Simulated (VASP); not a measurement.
```yaml
crystal:
  lattice:
    - [4.15490, 0.00000, 0.00000]
    - [0.00000, 4.15490, 0.00000]
    - [0.00000, 0.00000, 4.15490]
  atoms:
    - { symbol: Ba, position: [0.00000, 0.00000, 0.00000] }
    - { symbol: Hf, position: [0.50000, 0.50000, 0.50000] }
    - { symbol: O, position: [0.50000, 0.00000, 0.50000] }
    - { symbol: O, position: [0.00000, 0.50000, 0.50000] }
    - { symbol: O, position: [0.50000, 0.50000, 0.00000] }
```

Method: PBEsol GGA with spin-orbit coupling, VASP's PBE PAW potentials (set 64) (plane waves; VASP 6.6.1). Run with 520 eV cut-off, 5×5×5 Γ-centred mesh, Gaussian smearing of 0.050 eV, potentials Ba_sv Hf_pv O.

### Question
Give the energies of bands 31 to 44 at the high-symmetry points, in eV from the valence-band maximum.

### Answer

```
band      Γ      X      M      R
----  -----  -----  -----  -----
31    -1.01  -1.77  -1.01  -2.42
32    -1.01  -1.77  -1.01  -2.42
33    -0.34  -1.71  -0.98  -0.02
34    -0.34  -1.71  -0.98  -0.02
35    -0.12  -0.61  -0.86   0.00
36    -0.12  -0.61  -0.86   0.00
37    -0.12  -0.39  -0.09   0.00
38    -0.12  -0.39  -0.09   0.00
39     3.39   4.04   6.16   5.99
40     3.39   4.04   6.16   5.99
41     3.39   6.25   6.32   6.01
42     3.39   6.25   6.32   6.01
43     3.64   6.47   6.62   6.01
44     3.64   6.47   6.62   6.01
```

The gap is indirect, 3.39 eV, from the valence maximum at R to the conduction minimum at Γ.

The compound is BaHfO3 in the cubic perovskite structure. It was relaxed first.
